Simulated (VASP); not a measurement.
# Nb2SnSe (P-6m2) in VASP: further runs, part 2 of 2

VASP 6.6.1.

## 3. Single point, PBE, collinear spin, ferromagnetic start

File INCAR:

```
PREC = Accurate ; ENCUT = 520
EDIFF = 1E-6 ; ISMEAR = 0
SIGMA = 0.1 ; LREAL = F
LASPH = T ; NELM = 150
ALGO = Normal ; ISIF = 2
LWAVE = F ; LCHARG = F
ISPIN = 2 ; MAGMOM = 1.5 1.5 0 0
LORBIT = 11 ; LMAXMIX = 4
GGA = PE ; KPAR = 2
```

File KPOINTS:

```
regular mesh
0
Gamma
  12 12 6
```

File POSCAR:

```
Nb2SnSe
1.0
    3.3831750000      0.0000000000      0.0000000000
   -1.6915880000      2.9299160000      0.0000000000
    0.0000000000      0.0000000000      7.7798200000
Nb Sn Se
2 1 1
Direct
    0.6666670000      0.3333330000      0.7250750000
    0.6666670000      0.3333330000      0.2749250000
    0.0000000000      0.0000000000      0.0000000000
    0.3333330000      0.6666670000      0.5000000000
```

Potentials or basis: VASP PAW PBE potentials, release 64 (Nb_sv, Sn_d, Se).

On the command line:

```
$ cat potpaw_PBE.64/Nb_sv/POTCAR potpaw_PBE.64/Sn_d/POTCAR potpaw_PBE.64/Se/POTCAR > POTCAR
$ mpirun -np 2 vasp_std > vasp.out
```

OUTCAR:

```text
PREC = Accurate
   ENCUT = 520
   EDIFF = 1E-6
   ISMEAR = 0
   LREAL = F
   LASPH = T
   NELM = 150
   ISIF = 2
   ISPIN = 2
   LORBIT = 11
   GGA = PE

 ion  position               nearest neighbor table
   1  0.667  0.333  0.725-   4 2.62   4 2.62   4 2.62   3 2.90   3 2.90   3 2.90
   2  0.667  0.333  0.275-   4 2.62   4 2.62   4 2.62   3 2.90   3 2.90   3 2.90
   3  0.000  0.000  0.000-   1 2.90   2 2.90   1 2.90   2 2.90   1 2.90   2 2.90
   4  0.333  0.667  0.500-   1 2.62   2 2.62   1 2.62   2 2.62   1 2.62   2 2.62

  LATTYP: Found a hexagonal cell.
 ALAT       =     3.3831750000
 C/A-ratio  =     2.2995618022

  Lattice vectors:

 A1 = (   3.3831750000,   0.0000000000,   0.0000000000)
 A2 = (  -1.6915880000,   2.9299160000,   0.0000000000)
 A3 = (   0.0000000000,   0.0000000000,   7.7798200000)

Analysis of symmetry for initial positions (statically):
=====================================================================
 Subroutine PRICEL returns:
 Original cell was already a primitive cell.

 Routine SETGRP: Setting up the symmetry group for a
 hexagonal supercell.

 Subroutine GETGRP returns: Found 12 space group operations
 (whereof 12 operations were pure point group operations)
 out of a pool of 24 trial point group operations.

The static configuration has the point symmetry D_3h.

Analysis of symmetry for dynamics (positions and initial velocities):
=====================================================================
 Subroutine PRICEL returns:
 Original cell was already a primitive cell.

 Routine SETGRP: Setting up the symmetry group for a
 hexagonal supercell.

 Subroutine GETGRP returns: Found 12 space group operations
 (whereof 12 operations were pure point group operations)
 out of a pool of 24 trial point group operations.

The dynamic configuration has the point symmetry D_3h.

Analysis of structural, dynamic, and magnetic symmetry:
=====================================================================
 Subroutine PRICEL returns:
 Original cell was already a primitive cell.

 Routine SETGRP: Setting up the symmetry group for a
 hexagonal supercell.

 Subroutine GETGRP returns: Found 12 space group operations
 (whereof 12 operations were pure point group operations)
 out of a pool of 24 trial point group operations.

The overall configuration has the point symmetry D_3h.

 Subroutine INISYM returns: Found 12 space group operations
 (whereof 12 operations are pure point group operations),
 and found     1 'primitive' translations

----------------------------------------------------------------------------------------

                                     Primitive cell

  volume of cell :      77.1168

  direct lattice vectors                    reciprocal lattice vectors
     3.383175000  0.000000000  0.000000000     0.295580335  0.170653407  0.000000000
    -1.691588000  2.929916000  0.000000000     0.000000000  0.341306713  0.000000000
     0.000000000  0.000000000  7.779820000     0.000000000  0.000000000  0.128537678

  length of vectors
     3.383175000  3.383175687  7.779820000     0.341306783  0.341306713  0.128537678

  position of ions in fractional coordinates (direct lattice)
[... 76 lines left out ...]
   ICHARG =      2    charge: 1-file 2-atom 10-const
   ISPIN  =      2    spin polarized calculation?
   LNONCOLLINEAR =      F non collinear calculations
   LSORBIT =      F    spin-orbit coupling
   LASPH  =      T    aspherical Exc in radial PAW
   ENCUT  =  520.0 eV  38.22 Ry    6.18 a.u.   6.29  6.29 14.47*2*pi/ulx,y,z
   NELM   =    150;   NELMIN=  2; NELMDL= -5     # of ELM steps
   EDIFF  = 0.1E-05   stopping-criterion for ELM
   LREAL  =      F    real-space projection
   EDIFFG = 0.1E-04   stopping-criterion for IOM
   NSW    =      0    number of steps for IOM
   IBRION =     -1    ionic relax: 0-MD 1-quasi-New 2-CG
   NFREE  =      0    steps in history (QN), initial steepest desc. (CG)
   ISIF   =      2    stress and relaxation
   ISYM   =      2    0-nonsym 1-usesym 2-fastsym
   POTIM  = 0.5000    time-step for ionic-motion
   TEBEG  =    0.0;   TEEND  =   0.0 temperature during run
   PSTRESS=    0.0 pullay stress
   NELECT =      46.0000    total number of electrons
   NUPDOWN=      -1.0000    fix difference up-down
   EMIN   =  10.00;   EMAX   =-10.00  energy-range for DOS
   EFERMI =   0.00;   METHOD = LEGACY
   ISMEAR =     0;   SIGMA  =   0.10  broadening in eV -4-tet -1-fermi 0-gaus
   EFERMI_NEDOS =   21; number of points for ismear=-14 and -15
   IALGO  =     38    algorithm
   IMIX   =      4    mixing-type and parameters
     AMIX     =   0.40;   BMIX     =  1.00
     AMIX_MAG =   1.60;   BMIX_MAG =  1.00
  volume/ion in A,a.u.               =      19.28       130.10
  Fermi-wavevector in a.u.,A,eV,Ry     =   1.378090  2.604213 25.839276  1.899133
  Thomas-Fermi vector in A             =   2.503184
   LORBIT       =     11    0 simple, 1 ext, 2 COOP (PROOUT), +10 PAW based schemes
   GGA     = PE    functional components
   LHFCALC =     F    Hartree Fock is set to
   AEXX    =    0.0000 exact exchange contribution
   IVDW    =     0    specifies the selected vdW correction
   LEPSILON=     F    determine dielectric tensor
   LRPA    =     F    only Hartree local field effects (RPA)
 spin polarized calculation
 Gauss-broadening in eV      SIGMA  =   0.10
  energy-cutoff  :      520.00
  volume of cell :       77.12
 maximum number of plane-waves:      2105
 NGX is ok and might be reduce to    28
   NGX = 13   NGY = 13   NGZ = 29

 number of electron      45.9999989 magnetization       0.0007494

 Free energy of the ion-electron system (eV)
  ---------------------------------------------------
  ext. energy  EPLUGINS =         0.00000000
  ---------------------------------------------------
  free energy    TOTEN  =       -28.98590027 eV

  energy without entropy =      -28.96709741  energy(sigma->0) =      -28.97649884

 E-fermi :  10.4066     XC(G=0): -11.7495

 val. band max:       10.3982842118   @ k =   0.0833   0.0000   0.1667
 cond. band min:      10.4096897953   @ k =   0.0000   0.0000   0.0000
 fundamental gap:      0.0114055834
 Fermi energy:        10.4066485232

 spin component 1

 k-point     1 :       0.0000    0.0000    0.0000
  band No.  band energies     occupation
      1     -44.8639      1.00000
      2     -44.8579      1.00000
      3     -21.1614      1.00000
      4     -21.0358      1.00000
      5     -20.7699      1.00000
      6     -20.7699      1.00000
[... 757 lines left out ...]
     28      13.1680      0.00000
     29      13.2016      0.00000

 [... further k-points ...]

 spin component 2

 k-point     1 :       0.0000    0.0000    0.0000
  band No.  band energies     occupation
      1     -44.8638      1.00000
      2     -44.8578      1.00000
      3     -21.1613      1.00000
      4     -21.0357      1.00000
      5     -20.7698      1.00000
      6     -20.7697      1.00000
[... 757 lines left out ...]
     28      13.1673      0.00000
     29      13.2010      0.00000

 [... further k-points ...]
[... 5 lines left out ...]
  --------------------------------------------------------------------------------------
  -------------------------------------------------------------------------------------
  Total       -0.0103896     -0.0103896      0.0689053      0.0000000      0.0000000      0.0000000
  in kB       -0.2158545     -0.2158546      1.4315746      0.0000000      0.0000000      0.0000000
  external PRESSURE =       0.3332885 kB  Pullay stress =       0.0000000 kB

 VOLUME and BASIS-vectors are now :
 -----------------------------------------------------------------------------
  energy-cutoff  :      520.00
  volume of cell :       77.12
      direct lattice vectors                 reciprocal lattice vectors
     3.383175000  0.000000000  0.000000000     0.295580335  0.170653407  0.000000000
    -1.691588000  2.929916000  0.000000000     0.000000000  0.341306713  0.000000000
     0.000000000  0.000000000  7.779820000     0.000000000  0.000000000  0.128537678

 POSITION                                       TOTAL-FORCE (eV/Angst)
 -----------------------------------------------------------------------------------
      1.69159      0.97664      5.64095         0.000000     -0.000000     -0.010181
      1.69159      0.97664      2.13887         0.000000     -0.000000      0.010181
      0.00000      0.00000      0.00000        -0.000000      0.000000      0.000000
     -0.00000      1.95328      3.88991        -0.000000      0.000000      0.000000
 -----------------------------------------------------------------------------------
    total drift:                               -0.005897      0.003393      0.000000

  FREE ENERGIE OF THE ION-ELECTRON SYSTEM (eV)
  ---------------------------------------------------
  free  energy   TOTEN  =       -28.9859002687 eV

  energy  without entropy=      -28.9670974149  energy(sigma->0) =      -28.97649884

 total charge

# of ion       s       p       d       tot
------------------------------------------
    1        2.133   5.988   2.516  10.636
    2        2.133   5.988   2.516  10.636
    3        1.149   1.288  10.019  12.457
    4        1.428   2.415   0.127   3.970
--------------------------------------------------
tot          6.843  15.679  15.177  37.699

 magnetization (x)

# of ion       s       p       d       tot
------------------------------------------
    1        0.000   0.000   0.000   0.000
    2        0.000   0.000   0.000   0.000
    3       -0.000  -0.000   0.000  -0.000
    4       -0.000  -0.000   0.000  -0.000
--------------------------------------------------
tot         -0.000  -0.000   0.000   0.000
```

OSZICAR:

```text
N       E                     dE             d eps       ncg     rms          rms(c)
DAV:   1     0.596791986270E+03    0.59679E+03   -0.23079E+04  8915   0.199E+03
DAV:   2     0.489989220403E+02   -0.54779E+03   -0.53381E+03  8901   0.667E+02
DAV:   3    -0.240679970918E+02   -0.73067E+02   -0.70323E+02 14048   0.204E+02
DAV:   4    -0.295462592523E+02   -0.54783E+01   -0.53475E+01 14332   0.468E+01
DAV:   5    -0.298361271205E+02   -0.28987E+00   -0.28491E+00 14792   0.959E+00    0.124E+01
DAV:   6    -0.288560755270E+02    0.98005E+00   -0.67662E+00 13439   0.143E+01    0.423E+00
DAV:   7    -0.289652109691E+02   -0.10914E+00   -0.61691E-01 13724   0.596E+00    0.274E+00
DAV:   8    -0.289778998922E+02   -0.12689E-01   -0.84084E-02 14342   0.192E+00    0.128E+00
DAV:   9    -0.289839765325E+02   -0.60766E-02   -0.19051E-02 13367   0.919E-01    0.404E-01
DAV:  10    -0.289855187978E+02   -0.15423E-02   -0.44771E-03 14182   0.501E-01    0.198E-01
DAV:  11    -0.289858286270E+02   -0.30983E-03   -0.71172E-04 13392   0.206E-01    0.658E-02
DAV:  12    -0.289859025861E+02   -0.73959E-04   -0.11396E-04 13880   0.788E-02    0.231E-02
DAV:  13    -0.289859012497E+02    0.13364E-05   -0.88570E-06 12699   0.263E-02    0.114E-02
DAV:  14    -0.289858998732E+02    0.13766E-05   -0.17530E-06  6905   0.148E-02    0.400E-03
DAV:  15    -0.289859002687E+02   -0.39553E-06   -0.54873E-07  6598   0.646E-03
   1 F= -.28985900E+02 E0= -.28976499E+02  d E =-.188029E-01  mag=     0.0004
```

Run time: 2 min. Hardware: 2 MPI ranks of Intel Xeon Platinum 8488C (Sapphire Rapids), shared host; peak memory 0.43 GiB.

What came out:

| Property | Result |
| --- | --- |
| Free energy | -28.9859 eV |
| Pressure | 0.0 GPa |
| Largest force | 0.010 eV/Å |
| Band gap on the k mesh | none (metal or under the smearing width) |
| Net moment | 0.00 μB per cell |
| Valence electrons inside the program's atomic spheres | Nb 10.64; Sn 12.46; Se 3.97 |

Forces in eV/Å, atoms in the order of the input:
```
Nb   0.000  0.000 -0.010
Nb   0.000  0.000  0.010
Sn   0.000  0.000  0.000
Se   0.000  0.000  0.000
```
